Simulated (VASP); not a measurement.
OSZICAR of a VASP run on Pb (fcc):

OSZICAR:
```
       N       E                     dE             d eps       ncg     rms          rms(c)
DAV:   1     0.986957739454E+02    0.98696E+02   -0.64232E+03   770   0.122E+03
DAV:   2     0.976905653159E+00   -0.97719E+02   -0.96089E+02   794   0.313E+02
DAV:   3    -0.348727279829E+01   -0.44642E+01   -0.44498E+01   940   0.779E+01
DAV:   4    -0.358360519557E+01   -0.96332E-01   -0.96315E-01   915   0.128E+01
DAV:   5    -0.358848567951E+01   -0.48805E-02   -0.48804E-02   952   0.259E+00    0.477E-01
DAV:   6    -0.358061408081E+01    0.78716E-02   -0.14353E-02   940   0.219E+00    0.246E-01
DAV:   7    -0.357892939047E+01    0.16847E-02   -0.64869E-03   917   0.141E+00    0.901E-02
DAV:   8    -0.357893573916E+01   -0.63487E-05   -0.42971E-04   907   0.397E-01    0.113E-02
DAV:   9    -0.357893232032E+01    0.34188E-05   -0.14343E-05   937   0.722E-02    0.512E-03
DAV:  10    -0.357893193863E+01    0.38170E-06   -0.15221E-06   788   0.124E-02
   1 F= -.35789319E+01 E0= -.35786843E+01  d E =-.742870E-03
```

Problem. Which electronic solver shows in the log?

Solution. It is blocked Davidson (ALGO = Normal, or the opening steps of other solvers). The INCAR had ALGO = Normal.

Problem. Can the final energy be trusted as converged?

Solution. The run converged. It stopped with EDIFF = 1E-6, NELM = 100 (PBE GGA, plane waves, VASP's PBE PAW potentials (set 64)).

The compound is Pb in the fcc structure. The cell was not relaxed at this level.
